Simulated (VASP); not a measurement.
Wanted: the native input for a VASP 6.6.1 run.

| Quantity | Value |
| --- | --- |
| Task | relaxation of cell and atoms |
| Functional | revPBE |
| Dispersion | D2 |
| Potentials or basis | VASP PAW PBE potentials, release 64 (Lu, Be) |
| Cutoff | 600 eV |
| k mesh | 8 × 8 × 8 |
| Occupations | fermi-dirac, width 0.05 eV |
| Spin | no spin polarisation |
| Further INCAR settings | ALGO = Normal; EDIFF = 1e-06; IBRION = 2; EDIFFG = -0.01; NSW = 40; ISIF = 3 |

The structure of LuBe lies in POSCAR:

```
LuBe
1.0
    3.3203700000      0.0000000000      0.0000000000
    0.0000000000      3.3203700000      0.0000000000
    0.0000000000      0.0000000000      3.3203700000
Lu Be
1 1
Direct
    0.0000000000      0.0000000000      0.0000000000
    0.5000000000      0.5000000000      0.5000000000
```

The cell was built by a generator and needn't be a form met in nature.

The input as run:

INCAR

```
PREC = Accurate
ENCUT = 600
EDIFF = 1E-6
ISMEAR = -1
SIGMA = 0.05
LREAL = False
LASPH = True
NELM = 60
ALGO = Normal
ISIF = 3
LWAVE = False
LCHARG = False
GGA = RE
IVDW = 1
IBRION = 2
NSW = 40
EDIFFG = -0.01
```

KPOINTS

```
regular mesh
0
Gamma
  8 8 8
```

Potentials or basis: VASP PAW PBE potentials, release 64 (Lu, Be).

The run is started by

```sh
$ cat potpaw_PBE.64/Lu/POTCAR potpaw_PBE.64/Be/POTCAR > POTCAR
$ mpirun -np 1 vasp_std > vasp.out
```

Results of the run:

| Item | Value |
| --- | --- |
| Relaxed volume | 19.91 Å³/atom |
| Relaxed cell | a = 3.415 Å, b = 3.415 Å, c = 3.415 Å, α = 90.00°, β = 90.00°, γ = 90.00° |
| Space group after relaxing (to 0.05 Å) | Pm-3m (No. 221) |
| Energy gained by relaxing | 15.9 meV/atom |
| Ionic steps | 4 |
| Pressure after relaxing | -0.1 GPa |
| Band gap on the k mesh | none (metal or under the smearing width) |
| Dispersion energy per atom | -1.715 eV |

Caveat: atom-pairwise D2, TS and ULG terms overbind metals; the PAW data sets were made with another functional, which shifts forces and pressure a little; pairwise dispersion overbinds metals, which lowers pressure and volume.

Run time: 2.8 min on 1 thread of AMD EPYC 7571, on a shared host, peak memory 0.16 GiB.
